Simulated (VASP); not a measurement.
# VClO: convergence with the PAW data sets and SCF solver, part 2 of 3

How sensitive are energy, pressure and forces of VClO to the PAW data sets and SCF solver? The series runs use r2SCAN. The start is a cell from a database of measured crystal structures.

VASP 6.6.1, plane waves and PAW; the level of theory is named at each step.

Still holding for the runs below: The magnetic state follows from one typed start and may not be the lowest. Experiment finds antiferromagnetic order in this phase (below 79 K, arxiv:0909.2029), so this ferromagnetic run describes another state.

So far. Step 4 (PAW data sets: recommended 54: V sv Cl O): With 52 valence electrons the pressure is 1.38 GPa, +0.15 GPa from the first of the series, after 17 cycles in 95 s.

### 5. PAW data sets: GW 64: V sv GW Cl GW O GW

This step: r2SCAN, spin-polarised from a ferromagnetic start; plane waves and PAW (V_sv_GW, Cl_GW, O_GW) (VASP 6.6.1).

INCAR reads:

```
SYSTEM = VClO
PREC = Accurate
ENCUT = 540
EDIFF = 1E-06
NELM = 100
ISMEAR = -1
SIGMA = 0.05
LREAL = .FALSE.
ALGO = Normal
METAGGA = R2SCAN
LASPH = .TRUE.
NBANDS = 38
ISPIN = 2
MAGMOM = 2 2 0 0 0 0
LMAXMIX = 4
LORBIT = 11
LWAVE = .FALSE.
LCHARG = .FALSE.
KPAR = 4
ISIF = 2
```

POSCAR reads:

```
VClO
1.0
    3.3000000000      0.0000000000      0.0000000000
    0.0000000000      3.7800000000      0.0000000000
    0.0000000000      0.0000000000      7.9100000000
V Cl O
2 2 2
Direct
    0.0000000000      0.5000000000      0.1148000000
    0.5000000000      0.0000000000      0.8852000000
    0.5000000000      0.5000000000      0.3279000000
    0.0000000000      0.0000000000      0.6721000000
    0.5000000000      0.5000000000      0.9542000000
    0.0000000000      0.0000000000      0.0458000000
```

KPOINTS reads:

```
Automatic mesh
0
Gamma
7 6 3
0 0 0
```

The projector-augmented-wave data sets are V_sv_GW, Cl_GW and O_GW (PBE family, release 64).

On the command line:

```console
$ mpirun -np 4 vasp_std
```

What it wrote:

```text
[... set-up lines as in an earlier step ...]
 entering main loop
       N       E                     dE             d eps       ncg     rms          rms(c)
DAV:   1     0.824668666744E+03    0.82467E+03   -0.26310E+04  6204   0.158E+03
DAV:   2     0.114011805617E+02   -0.81327E+03   -0.76474E+03  8098   0.844E+02
DAV:   3    -0.954977322050E+02   -0.10690E+03   -0.10350E+03  8968   0.334E+02
DAV:   4    -0.101130752487E+03   -0.56330E+01   -0.54808E+01  9000   0.730E+01
[...]
DAV:  14    -0.696266101066E+02   -0.46473E-04   -0.79498E-05  8548   0.116E-01    0.218E-02
DAV:  15    -0.696266131875E+02   -0.30810E-05   -0.26189E-05  8764   0.608E-02    0.733E-03
DAV:  16    -0.696266139169E+02   -0.72934E-06   -0.11110E-06  3660   0.190E-02
   1 F= -.69626614E+02 E0= -.69625029E+02  d E =-.316886E-02  mag=     4.0000
```

It took 2.1 min on 4 MPI ranks of Intel Xeon 6975P-C (Granite Rapids), shared host; peak memory 1.6 GiB.

OUTCAR, selected parts (step 5):

```text
  Total        0.6853872     -0.7400893      0.3999320      0.0000000      0.0000000      0.0000000
  in kB       11.1292109    -12.0174539      6.4940337      0.0000000      0.0000000      0.0000000
  external PRESSURE =       1.8685969 kB  Pullay stress =       0.0000000 kB

 POSITION                                       TOTAL-FORCE (eV/Angst)
 -----------------------------------------------------------------------------------
      0.00000      1.89000      0.90807         0.000000      0.000000     -0.088549
      1.65000      0.00000      7.00193         0.000000      0.000000      0.088549
      1.65000      1.89000      2.59369         0.000000      0.000000      0.115540
      0.00000      0.00000      5.31631         0.000000      0.000000     -0.115540
      1.65000      1.89000      7.54772         0.000000      0.000000      0.017539
      0.00000      0.00000      0.36228         0.000000      0.000000     -0.017539
 -----------------------------------------------------------------------------------
    total drift:                                0.000000      0.000000      0.000000

  FREE ENERGIE OF THE ION-ELECTRON SYSTEM (eV)
  ---------------------------------------------------
  free  energy   TOTEN  =       -69.6266139169 eV

  energy  without entropy=      -69.6234450541  energy(sigma->0) =      -69.62502949

 magnetization (x)
# of ion       s       p       d       f       tot
--------------------------------------------------
    1        0.009   0.009   1.708   0.001   1.727
    2        0.009   0.009   1.708   0.001   1.727
    3        0.001  -0.003   0.007   0.000   0.005
    4        0.001  -0.003   0.007   0.000   0.005
    5       -0.000   0.005   0.000   0.000   0.005
    6       -0.000   0.005   0.000   0.000   0.005
--------------------------------------------------
tot          0.019   0.023   3.430   0.001   3.473

[... 1 part as in an earlier step ...]

[... 2 further parts left out ...]
[key lines of the parts left out:]
E-fermi :   4.1231
```

With 52 valence electrons the pressure is 0.19 GPa, -1.04 GPa from the first of the series, after 16 cycles in 2.1 min.

### 6. PAW data sets: hard 64: V sv Cl h O h

This step: r2SCAN, spin-polarised from a ferromagnetic start; plane waves and PAW (V_sv, Cl_h, O_h) (VASP 6.6.1).

INCAR: that of step 5 with these lines changed.

```diff
@@ -2,3 +2,3 @@
 PREC = Accurate
-ENCUT = 540
+ENCUT = 1000
 EDIFF = 1E-06
```

POSCAR is that of step 5.

KPOINTS is that of step 5.

Potentials, in the order of the species: V_sv, Cl_h and O_h (PBE family, release 64).

On the command line:

```console
$ mpirun -np 4 vasp_std
```

What it wrote:

```text
[... set-up lines as in an earlier step ...]
 entering main loop
       N       E                     dE             d eps       ncg     rms          rms(c)
DAV:   1     0.812430780860E+03    0.81243E+03   -0.40041E+04  4864   0.228E+03
DAV:   2     0.169993856044E+02   -0.79543E+03   -0.75932E+03  5086   0.550E+02
DAV:   3    -0.840305549215E+02   -0.10103E+03   -0.97261E+02  6948   0.174E+02
DAV:   4    -0.876084301783E+02   -0.35779E+01   -0.35597E+01  5664   0.293E+01
[...]
DAV:  17    -0.655564510918E+02   -0.13877E-05   -0.46868E-07  2792   0.558E-03    0.285E-03
DAV:  18    -0.655564491189E+02    0.19729E-05   -0.13180E-07  2636   0.303E-03    0.105E-03
DAV:  19    -0.655564493242E+02   -0.20532E-06   -0.56151E-08  2612   0.188E-03
   1 F= -.65556449E+02 E0= -.65554109E+02  d E =-.468017E-02  mag=     4.0000
```

Run time: 4.4 min. Hardware: 4 MPI ranks; peak memory 3.1 GiB.

Parts of OUTCAR (step 6):

```text
  Total        1.4077865      0.2431062      1.1073033      0.0000000      0.0000000      0.0000000
  in kB       22.8594169      3.9475202     17.9802179      0.0000000      0.0000000      0.0000000
  external PRESSURE =      14.9290517 kB  Pullay stress =       0.0000000 kB

 POSITION                                       TOTAL-FORCE (eV/Angst)
 -----------------------------------------------------------------------------------
      0.00000      1.89000      0.90807         0.000000      0.000000     -0.033666
      1.65000      0.00000      7.00193         0.000000      0.000000      0.033666
      1.65000      1.89000      2.59369         0.000000      0.000000      0.135080
      0.00000      0.00000      5.31631         0.000000      0.000000     -0.135080
      1.65000      1.89000      7.54772         0.000000      0.000000     -0.004620
      0.00000      0.00000      0.36228         0.000000      0.000000      0.004620
 -----------------------------------------------------------------------------------
    total drift:                                0.000000      0.000000      0.000000

  FREE ENERGIE OF THE ION-ELECTRON SYSTEM (eV)
  ---------------------------------------------------
  free  energy   TOTEN  =       -65.5564493242 eV

  energy  without entropy=      -65.5517691573  energy(sigma->0) =      -65.55410924

 magnetization (x)
# of ion       s       p       d       tot
------------------------------------------
    1        0.021   0.014   1.838   1.873
    2        0.021   0.014   1.838   1.873
    3        0.001  -0.003   0.000  -0.002
    4        0.001  -0.003   0.000  -0.002
    5       -0.000   0.002   0.000   0.002
    6       -0.000   0.002   0.000   0.002
--------------------------------------------------
tot          0.043   0.027   3.676   3.747

[... 1 part as in an earlier step ...]

[... 2 further parts left out ...]
[key lines of the parts left out:]
E-fermi :   4.7120
```

With 52 valence electrons the pressure is 1.49 GPa, +0.26 GPa from the first of the series, after 19 cycles in 4.4 min.

### 7. PAW data sets: soft 64: V sv Cl O s

This step: r2SCAN, spin-polarised from a ferromagnetic start; plane waves and PAW (V_sv, Cl, O_s) (VASP 6.6.1).

INCAR: that of step 6 with these lines changed.

```diff
@@ -2,3 +2,3 @@
 PREC = Accurate
-ENCUT = 1000
+ENCUT = 400
 EDIFF = 1E-06
```

POSCAR is that of step 6.

KPOINTS is that of step 6.

PAW data sets: V_sv, Cl and O_s (PBE family, release 64).

On the command line:

```console
$ mpirun -np 4 vasp_std
```

What it wrote:

```text
[... set-up lines as in an earlier step ...]
 entering main loop
       N       E                     dE             d eps       ncg     rms          rms(c)
DAV:   1     0.512418531207E+03    0.51242E+03   -0.25513E+04  5288   0.114E+03
DAV:   2    -0.494796880116E+02   -0.56190E+03   -0.53828E+03  5242   0.410E+02
DAV:   3    -0.845977582366E+02   -0.35118E+02   -0.34676E+02  5638   0.107E+02
DAV:   4    -0.851625250496E+02   -0.56477E+00   -0.56397E+00  5618   0.135E+01
[...]
DAV:  15    -0.655320838962E+02   -0.12824E-04   -0.23174E-05  5336   0.306E-02    0.205E-02
DAV:  16    -0.655320985233E+02   -0.14627E-04   -0.46763E-06  4876   0.143E-02    0.609E-03
DAV:  17    -0.655320977092E+02    0.81407E-06   -0.51901E-07  3104   0.501E-03
   1 F= -.65532098E+02 E0= -.65529691E+02  d E =-.481376E-02  mag=     4.0000
```

It took 63 s on 4 MPI ranks; peak memory 1.1 GiB; 4.2 min of CPU time.

From OUTCAR (step 7):

```text
  Total        1.0810410     -0.1125251      0.7341736      0.0000000      0.0000000      0.0000000
  in kB       17.5537755     -1.8271644     11.9213954      0.0000000      0.0000000      0.0000000
  external PRESSURE =       9.2160022 kB  Pullay stress =       0.0000000 kB

 POSITION                                       TOTAL-FORCE (eV/Angst)
 -----------------------------------------------------------------------------------
      0.00000      1.89000      0.90807         0.000000      0.000000     -0.013421
      1.65000      0.00000      7.00193         0.000000      0.000000      0.013421
      1.65000      1.89000      2.59369         0.000000      0.000000      0.128793
      0.00000      0.00000      5.31631         0.000000      0.000000     -0.128793
      1.65000      1.89000      7.54772         0.000000      0.000000      0.009717
      0.00000      0.00000      0.36228         0.000000      0.000000     -0.009717
 -----------------------------------------------------------------------------------
    total drift:                                0.000000      0.000000      0.000000

  FREE ENERGIE OF THE ION-ELECTRON SYSTEM (eV)
  ---------------------------------------------------
  free  energy   TOTEN  =       -65.5320977092 eV

  energy  without entropy=      -65.5272839534  energy(sigma->0) =      -65.52969083

 magnetization (x)
# of ion       s       p       d       tot
------------------------------------------
    1        0.021   0.014   1.837   1.872
    2        0.021   0.014   1.837   1.872
    3        0.001  -0.006   0.000  -0.005
    4        0.001  -0.006   0.000  -0.005
    5       -0.000  -0.003   0.000  -0.003
    6       -0.000  -0.003   0.000  -0.003
--------------------------------------------------
tot          0.043   0.011   3.675   3.729

[... 1 part as in an earlier step ...]

[... 2 further parts left out ...]
[key lines of the parts left out:]
E-fermi :   4.4003
```

With 52 valence electrons the pressure is 0.92 GPa, -0.31 GPa from the first of the series, after 17 cycles in 63 s.

### 8. The PAW data sets series as a table

This step: convergence of r2SCAN results with the datasets; plane waves and PAW (VASP 6.6.1).

No new run; the numbers come from the runs before.

Differences are taken from the run with recommended 64: V_sv Cl O. Results of the series, by row:

| setting | status | pressure (GPa) | largest force difference (meV/Å) | gap (eV) | moment (μB) | SCF cycles | wall time (s) |
| --- | --- | --- | --- | --- | --- | --- | --- |
| minimal 64: V Cl O, 520 eV | converged | 1.228 | 29.77 | 0.1515 | 4 | 17 | 86 |
| recommended 64: V_sv Cl O, 520 eV | converged | 1.38 | 0 | 0.2077 | 4 | 17 | 95 |
| recommended 54: V_sv Cl O, 520 eV | converged | 1.38 | 0 | 0.2077 | 4 | 17 | 95 |
| gw 64: V_sv_GW Cl_GW O_GW, 540 eV | converged | 0.1869 | 82.87 | 0.2665 | 4 | 16 | 128 |
| hard 64: V_sv Cl_h O_h, 1000 eV | converged | 1.493 | 27.99 | 0.2101 | 4 | 19 | 266 |
| soft 64: V_sv Cl O_s, 400 eV | converged | 0.9216 | 14.36 | 0.2057 | 4 | 17 | 63 |

### 9. SCF solver: ALGO = Normal

This step: r2SCAN, spin-polarised from a ferromagnetic start; plane waves and PAW (V_sv, Cl, O) (VASP 6.6.1).

All solvers should reach one answer; they differ in cycles and robustness.

INCAR: that of step 7 with these lines changed.

```diff
@@ -2,3 +2,3 @@
 PREC = Accurate
-ENCUT = 400
+ENCUT = 520
 EDIFF = 1E-06
```

POSCAR is that of step 7.

KPOINTS is that of step 7.

The projector-augmented-wave data sets are V_sv, Cl and O (PBE family, release 64).

On the command line:

```console
$ mpirun -np 4 vasp_std
```

What it wrote:

```text
[... set-up lines as in an earlier step ...]
 entering main loop
       N       E                     dE             d eps       ncg     rms          rms(c)
[... 17 cycles as in an earlier step ...]
   1 F= -.65531113E+02 E0= -.65528737E+02  d E =-.475123E-02  mag=     4.0000
```

Wall time 98 s (4 MPI ranks); peak memory 1.5 GiB.

From OUTCAR (step 9):

```text
   NELECT =      52.0000    total number of electrons

 E-fermi :   4.2864

 spin component 1
 k-point     1 :       0.0000    0.0000    0.0000
  band No.  band energies     occupation
    ...
     24       1.4118      1.00000
     25       2.6590      1.00000
     26       2.8881      1.00000
     27       3.4566      1.00000
     28       3.4594      1.00000
     29       5.4830      0.00000
     30       5.8498      0.00000
     31       6.4015      0.00000
     32       7.0005      0.00000
     33       7.0268      0.00000
    ...

 k-point     2 :       0.1429    0.0000    0.0000
  band No.  band energies     occupation
    ...
     24       1.0146      1.00000
     25       2.8678      1.00000
     26       3.2130      1.00000
     27       3.4872      1.00000
     28       3.7260      0.99999
     29       5.4238      0.00000
     30       5.7702      0.00000
     31       6.2931      0.00000
     32       6.7212      0.00000
     33       7.0132      0.00000
    ...

[... 13 parts as in an earlier step ...]

[... 14 further parts left out ...]
```

This step gave:

| Item | Value |
| --- | --- |
| free energy (TOTEN) | -65.5311 eV |
| energy at zero smearing | -65.5287 eV |
| Fermi energy | 4.286 eV |
| pressure | 1.380 GPa |
| gap on the k-mesh | 0.2077 eV |
| least direct gap on the k-mesh | 0.2786 eV |

The series starts at -10.9215 eV an atom and 1.38 GPa, after 17 cycles in 98 s.

### 10. SCF solver: ALGO = Fast

INCAR: that of step 9 with these lines changed.

```diff
@@ -8,3 +8,3 @@
 LREAL = .FALSE.
-ALGO = Normal
+ALGO = Fast
 METAGGA = R2SCAN
```

POSCAR is that of step 9.

KPOINTS is that of step 9.

On the command line:

```console
$ mpirun -np 4 vasp_std
```

What it wrote:

```text
[... set-up lines as in an earlier step ...]
 entering main loop
       N       E                     dE             d eps       ncg     rms          rms(c)
[... 5 cycles as in an earlier step ...]
RMM:   6    -0.649004877398E+02    0.22036E+02   -0.39298E+01  5130   0.391E+01    0.122E+01
RMM:   7    -0.652582981298E+02   -0.35781E+00   -0.32308E+00  5367   0.112E+01    0.971E+00
RMM:   8    -0.654116467246E+02   -0.15335E+00   -0.88677E-01  6077   0.454E+00    0.582E+00
RMM:   9    -0.654774435902E+02   -0.65797E-01   -0.21782E-01  6031   0.285E+00    0.220E+00
[...]
RMM:  17    -0.655311129783E+02    0.18216E-05   -0.36463E-06  4087   0.122E-02    0.340E-03
RMM:  18    -0.655311111308E+02    0.18475E-05   -0.12008E-06  3195   0.632E-03    0.153E-03
RMM:  19    -0.655311115213E+02   -0.39055E-06   -0.21093E-07  3116   0.311E-03
   1 F= -.65531112E+02 E0= -.65528739E+02  d E =-.474565E-02  mag=     4.0000
```

Elapsed: 2.4 min, on 4 MPI ranks; peak memory 1.5 GiB; 9.3 min of CPU time.

From OUTCAR (step 10):

```text
  Total        1.3409740      0.2009064      1.0096955      0.0000000      0.0000000      0.0000000
  in kB       21.7745271      3.2622861     16.3952774      0.0000000      0.0000000      0.0000000
  external PRESSURE =      13.8106969 kB  Pullay stress =       0.0000000 kB

 POSITION                                       TOTAL-FORCE (eV/Angst)
 -----------------------------------------------------------------------------------
      0.00000      1.89000      0.90807         0.000000      0.000000     -0.005826
      1.65000      0.00000      7.00193         0.000000      0.000000      0.005826
      1.65000      1.89000      2.59369         0.000000      0.000000      0.128680
      0.00000      0.00000      5.31631         0.000000      0.000000     -0.128680
      1.65000      1.89000      7.54772         0.000000      0.000000     -0.004418
      0.00000      0.00000      0.36228         0.000000      0.000000      0.004418
 -----------------------------------------------------------------------------------
    total drift:                                0.000000      0.000000      0.000000

  FREE ENERGIE OF THE ION-ELECTRON SYSTEM (eV)
  ---------------------------------------------------
  free  energy   TOTEN  =       -65.5311115213 eV

  energy  without entropy=      -65.5263658687  energy(sigma->0) =      -65.52873870

[... 3 parts as in an earlier step ...]

[... 1 further part left out ...]
[key lines of the parts left out:]
E-fermi :   4.2864
```

Against the first of the series the energy stays within 0.01 meV an atom and the pressure within 0.01 GPa, after 19 cycles in 2.4 min.

### 11. SCF solver: ALGO = VeryFast

INCAR: that of step 10 with these lines changed.

```diff
@@ -8,3 +8,3 @@
 LREAL = .FALSE.
-ALGO = Fast
+ALGO = VeryFast
 METAGGA = R2SCAN
```

POSCAR is that of step 10.

KPOINTS is that of step 10.

On the command line:

```console
$ mpirun -np 4 vasp_std
```

What it wrote:

```text
[... set-up lines as in an earlier step ...]
 entering main loop
       N       E                     dE             d eps       ncg     rms          rms(c)
RMM:   1     0.600168239742E+03    0.60017E+03   -0.24377E+04  2432   0.120E+03
RMM:   2    -0.148948122477E+03   -0.74912E+03   -0.88367E+03  2432   0.384E+02
RMM:   3    -0.346034527591E+02    0.11434E+03   -0.12583E+03  2432   0.184E+02
RMM:   4    -0.739622660522E+02   -0.39359E+02   -0.30832E+02  2432   0.926E+01
[...]
RMM:  23    -0.655311126382E+02    0.43324E-05   -0.71470E-06  5274   0.155E-02    0.452E-03
RMM:  24    -0.655311114529E+02    0.11853E-05   -0.12959E-06  3406   0.697E-03    0.244E-03
RMM:  25    -0.655311124042E+02   -0.95123E-06   -0.31809E-07  3186   0.374E-03
   1 F= -.65531112E+02 E0= -.65528739E+02  d E =-.474684E-02  mag=     4.0000
```

It took 3.1 min on 4 MPI ranks; peak memory 1.4 GiB; 12 min of CPU time.

Parts of OUTCAR (step 11):

```text
  Total        1.3425826      0.2026039      1.0105228      0.0000000      0.0000000      0.0000000
  in kB       21.8006458      3.2898501     16.4087118      0.0000000      0.0000000      0.0000000
  external PRESSURE =      13.8330692 kB  Pullay stress =       0.0000000 kB

 POSITION                                       TOTAL-FORCE (eV/Angst)
 -----------------------------------------------------------------------------------
      0.00000      1.89000      0.90807         0.000000      0.000000     -0.005774
      1.65000      0.00000      7.00193         0.000000      0.000000      0.005774
      1.65000      1.89000      2.59369         0.000000      0.000000      0.128455
      0.00000      0.00000      5.31631         0.000000      0.000000     -0.128455
      1.65000      1.89000      7.54772         0.000000      0.000000     -0.004561
      0.00000      0.00000      0.36228         0.000000      0.000000      0.004561
 -----------------------------------------------------------------------------------
    total drift:                                0.000000      0.000000      0.000000

  FREE ENERGIE OF THE ION-ELECTRON SYSTEM (eV)
  ---------------------------------------------------
  free  energy   TOTEN  =       -65.5311124042 eV

  energy  without entropy=      -65.5263655600  energy(sigma->0) =      -65.52873898

[... 3 parts as in an earlier step ...]

[... 1 further part left out ...]
[key lines of the parts left out:]
E-fermi :   4.2864
```

Against the first of the series the energy stays within 0.01 meV an atom and the pressure within 0.01 GPa, after 25 cycles in 3.1 min.

[end of part 2 of 3]

[Lines on the potential files, build, host, timing and source positions are cut from VASP's logs without a mark.]

[Logs are printed without paths, hosts, clocks, repeated set-up lines and the standing remarks that a program may print on its own settings, such as how far it seeks lower states.]

[Hosts, paths, dates, database ids (printed as entryN), source tags and the programs' standing remarks are cut or masked in the printed files.]

[A measured line is paired with the nearest computed mode of its activity, which favours agreement.]
